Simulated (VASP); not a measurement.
Here is the system:

```xyz
2
Lattice="0.0000 2.3963 2.3963 2.3963 0.0000 2.3963 2.3963 2.3963 0.0000" Properties=species:S:1:pos:R:3 pbc="T T T"
Na     0.0000     0.0000     0.0000
F      2.3963     2.3963     2.3963
```

Computed with revPBE GGA, VASP's PBE PAW potentials (set 64) (plane waves; VASP). Numerical set-up: 520 eV cut-off, Gaussian smearing of 0.050 eV, potentials Na_pv F.

Q: Give the energies of bands 5 to 8 at the high-symmetry points, in eV from the valence-band maximum.

A: 
| band | Γ | X | U | L | W |
|---|---|---|---|---|---|
| 5 | 0.00 | -1.09 | -0.90 | -1.34 | -0.74 |
| 6 | 0.00 | -0.35 | -0.70 | -0.20 | -0.74 |
| 7 | 0.00 | -0.35 | -0.31 | -0.20 | -0.48 |
| 8 | 6.07 | 12.63 | 12.53 | 10.46 | 12.85 |

The gap is direct, 6.07 eV, from the valence maximum at Γ to the conduction minimum at Γ.

Measured: gap 11.70 eV (computed value off by -5.63 eV), as given by David Koller et al., Journal of Physics Condensed Matter (2013), arXiv:1304.4470.

The compound is NaF in the rock salt structure. It was relaxed first, which changed the volume by +11 %.
